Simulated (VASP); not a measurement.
Energy against volume of ZrO2 (fluorite). Method: optB86b-vdW, VASP's PBE PAW potentials (set 64) (plane waves; VASP).

```tsv
V (Å³/atom)	E (eV/atom)
10.355	-7.72521
10.686	-7.75175
11.016	-7.76036
11.347	-7.75355
11.677	-7.73365
```

Q: Fit a third-order Birch-Murnaghan equation of state.

A: 
```json
{
  "volume_per_atom": "11.03 Å^3/atom",
  "bulk_modulus": "247 GPa",
  "pressure_derivative_of_the_bulk_modulus": "4.22",
  "lattice_constant_a": "5.096 Å"
}
```

Measured: a 5.090 Å at 0 K (computed value off by +0.1 %), as given by Xinyuan Zhao et al., Physical review. B, Condensed matter (2002), arXiv:cond-mat/0108491 [extrapolated to 0 K from high-temperature diffraction of the cubic phase (5.27 Å at 2410 °C), as arXiv:1708.09424 says of the same reference; zero-point expansion not removed].

The compound is ZrO2 in the fluorite structure, the high-temperature cubic form, which is unstable at 0 K; the monoclinic form is the stable one. It was relaxed first.
